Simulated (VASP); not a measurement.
Calculation: optB86b-vdW, VASP's PBE PAW potentials (set 64) (plane waves; VASP).

VASP input:

**KPOINTS**
```
Automatic
0
G
 8 8 8
```

### POSCAR
```
NiO
1
    4.1494115007     2.0708721873     2.0708721873
    2.0708721873     4.1494115007     2.0708721873
    2.0708721873     2.0708721873     4.1494115007
Ni O
2 2
Direct
  0.0000000000   0.0000000000   0.0000000000
  0.5000000000   0.5000000000   0.5000000000
  0.2500000000   0.2500000000   0.2500000000
  0.7500000000   0.7500000000   0.7500000000
```

INCAR:
```
SYSTEM=NiO
PREC=Accurate; ENCUT=520; LREAL=F
LASPH=T
EDIFF=1E-6; NELM=100; ALGO=Normal
LMAXMIX=4
ISMEAR=0; SIGMA=0.05
GGA=MK; LUSE_VDW=T; AGGAC=0.0
PARAM1=0.1234; PARAM2=1.0
MAGMOM=1.3 -1.3 2*0.0
ISPIN=2
IBRION=2; NSW=60; ISIF=3
EDIFFG=-0.02
LWAVE=F; LCHARG=F; LORBIT=10
```

POTCAR, in this order: Ni O (PBE.64 set). Program: vasp_std.

### Question
Predict the energy per atom (σ→0), cell moment.

### Answer

* **energy per atom (σ→0)**: -3.830 eV/atom
* **cell moment**: 0.00 μB

**OSZICAR**
```
...
DAV:  12    -0.153217370805E+02   -0.40996E-03   -0.37871E-03  5416   0.538E-01    0.116E-01
DAV:  13    -0.153216860224E+02    0.51058E-04   -0.35679E-04  7972   0.210E-01    0.469E-02
DAV:  14    -0.153217138270E+02   -0.27805E-04   -0.11943E-04  7208   0.195E-01    0.338E-02
DAV:  15    -0.153217057193E+02    0.81077E-05   -0.26383E-05  7740   0.782E-02    0.830E-03
DAV:  16    -0.153217037732E+02    0.19460E-05   -0.27362E-06  3964   0.273E-02    0.289E-03
DAV:  17    -0.153217027482E+02    0.10250E-05   -0.48273E-07  2652   0.114E-02    0.105E-03
DAV:  18    -0.153217033229E+02   -0.57467E-06   -0.19600E-07  2628   0.740E-03
   1 F= -.15321703E+02 E0= -.15321703E+02  d E =-.153217E+02  mag=     0.0000
```

The compound is NiO in the rock salt, AFM-II order structure. It was relaxed first. The start is the result of an earlier pass.
